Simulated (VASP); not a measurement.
Output of a VASP run:

**OSZICAR**
```
       N       E                     dE             d eps       ncg     rms          rms(c)
DAV:   1     0.446054618893E+03    0.44605E+03   -0.29620E+04  1720   0.122E+03
DAV:   2     0.303286045858E+01   -0.44302E+03   -0.43393E+03  1919   0.330E+02
DAV:   3    -0.244567333928E+02   -0.27490E+02   -0.27359E+02  2026   0.807E+01
DAV:   4    -0.247704655950E+02   -0.31373E+00   -0.31327E+00  1927   0.812E+00
DAV:   5    -0.247737188966E+02   -0.32533E-02   -0.32523E-02  1990   0.761E-01    0.134E+01
DAV:   6    -0.233772787740E+02    0.13964E+01   -0.32962E+00  2104   0.152E+01    0.104E+01
DAV:   7    -0.233492398071E+02    0.28039E-01   -0.16306E+00  1814   0.538E+00    0.324E+00
DAV:   8    -0.233185690707E+02    0.30671E-01   -0.29150E-01  1842   0.420E+00    0.858E-01
DAV:   9    -0.233181456665E+02    0.42340E-03   -0.29049E-02  1850   0.151E+00    0.262E-01
DAV:  10    -0.233180888550E+02    0.56811E-04   -0.18607E-03  1957   0.323E-01    0.708E-02
DAV:  11    -0.233181506906E+02   -0.61836E-04   -0.26035E-04  1863   0.950E-02    0.279E-02
DAV:  12    -0.233181689232E+02   -0.18233E-04   -0.58158E-05  1880   0.473E-02    0.137E-02
DAV:  13    -0.233181735538E+02   -0.46306E-05   -0.77864E-06  1652   0.153E-02    0.420E-03
DAV:  14    -0.233181747509E+02   -0.11971E-05   -0.23480E-06  1358   0.683E-03    0.267E-03
DAV:  15    -0.233181749890E+02   -0.23804E-06   -0.20374E-07  1038   0.238E-03
   1 F= -.23318175E+02 E0= -.23318244E+02  d E =-.233182E+02
       N       E                     dE             d eps       ncg     rms          rms(c)
DAV:   1    -0.233189532732E+02   -0.77852E-03   -0.45577E-02  1777   0.122E+00    0.189E-01
DAV:   2    -0.233183868253E+02    0.56645E-03   -0.20411E-03  1879   0.370E-01    0.688E-02
DAV:   3    -0.233183090901E+02    0.77735E-04   -0.18514E-04  1952   0.811E-02    0.584E-02
DAV:   4    -0.233182917132E+02    0.17377E-04   -0.35126E-05  1882   0.344E-02    0.898E-03
DAV:   5    -0.233182904709E+02    0.12423E-05   -0.98322E-06  1902   0.249E-02    0.571E-03
DAV:   6    -0.233182907875E+02   -0.31659E-06   -0.10727E-06   959   0.565E-03
   2 F= -.23318291E+02 E0= -.23318354E+02  d E =-.115799E-03
```

### OUTCAR
```
------------------------ aborting loop because EDIFF is reached ----------------------------------------
  FORCE on cell =-STRESS in cart. coord.  units (eV):
  Direction    XX          YY          ZZ          XY          YZ          ZX
  --------------------------------------------------------------------------------------
  Total        0.0263701      0.0263701      0.0263701     -0.0011509      0.0011509      0.0011509
  in kB        0.1864850      0.1864850      0.1864850     -0.0081390      0.0081390      0.0081390
  external PRESSURE =       0.1864850 kB  Pullay stress =       0.0000000 kB
  volume of cell :      226.56
      direct lattice vectors                 reciprocal lattice vectors
    -0.000000000  3.049273815  3.049273815    -0.164036469  0.163910465  0.164036469
     3.049273815 -0.000000000  3.049273815     0.163910465 -0.164036469  0.164036469
    12.187733292 12.187733292  0.009361968     0.041040618  0.041040618 -0.041040618
 POSITION                                       TOTAL-FORCE (eV/Angst)
 -----------------------------------------------------------------------------------
     12.18487     12.18487      0.01222        -0.002146     -0.002146      0.002146
      1.53407      1.53407      1.51520        -0.001902     -0.001902      0.001902
      4.57062      4.57062      1.52793         0.009234      0.009234     -0.009234
      7.61548      7.61548      1.53234        -0.006466     -0.006466      0.006466
     10.65352     10.65352      1.54358         0.001006      0.001006     -0.001006
      6.10436      6.10436      6.09274         0.007547      0.007547     -0.007547
      9.14353      9.14353      6.10284         0.000719      0.000719     -0.000719
      9.13924      9.13924      0.00858        -0.007993     -0.007993      0.007993
 -----------------------------------------------------------------------------------
    total drift:                                0.000192      0.000192     -0.000200
  FREE ENERGIE OF THE ION-ELECTRON SYSTEM (eV)
  ---------------------------------------------------
  free  energy   TOTEN  =       -23.3182907875 eV

  energy  without entropy=      -23.3184800642  energy(sigma->0) =      -23.31835388

 reached required accuracy - stopping structural energy minimisation
```
(Selected blocks of OUTCAR.)

### POSCAR
```
Cd3HgSe4
1
    0.0000000000     3.0508680550     3.0508680550
    3.0508680550     0.0000000000     3.0508680550
   12.1888621527    12.1888621527     0.0146100673
Hg Se Cd
1 4 3
Direct
  0.0004768610   0.0004768610   0.9996423543
  0.2482547607   0.2482547607   0.0638089295
  0.2501339295   0.2501339295   0.3123995529
  0.2503019589   0.2503019589   0.5622735308
  0.2518641286   0.2518641286   0.8111019036
  0.9987971373   0.9987971373   0.2509021471
  0.9999568096   0.9999568096   0.5000323928
  0.0002144146   0.0002144146   0.7498391890
```

Problem. Reconstruct the remaining input files.

Solution. Several could match; the one computed here: the input of the run itself, PBEsol GGA, plane waves, VASP's PBE PAW potentials (set 64).

**KPOINTS**
```
K-points
0
Gamma
 8 8 2
```

INCAR:
```
NSW  =  60
GGA  =  PS
ISMEAR  =  1   # Methfessel-Paxton
LWAVE  =  .False.
LASPH  =  .True.
LREAL  =  .False.   # projection in real space or not
ENCUT  =  400   # plane-wave cut-off (eV)
ALGO  =  Normal   # blocked Davidson
LMAXMIX  =  6   # l cut-off of mixed one-centre charges
NELM  =  100
PREC  =  Accurate
EDIFFG  =  -0.02   # ionic stop
SYSTEM  =  Cd3HgSe4
SIGMA  =  0.1
EDIFF  =  1E-6
LCHARG  =  .False.
IBRION  =  2
ISIF  =  3
```

POTCAR, in this order: Hg Se Cd (PBE.64 set). Program: vasp_std.

The structure was generated: Cd3HgSe4 was put into an ordered model structure (R3m), which need not be its known phase. This run relaxes it. Symmetry was kept, so distortions that lower it aren't found. The start is the result of an earlier pass.
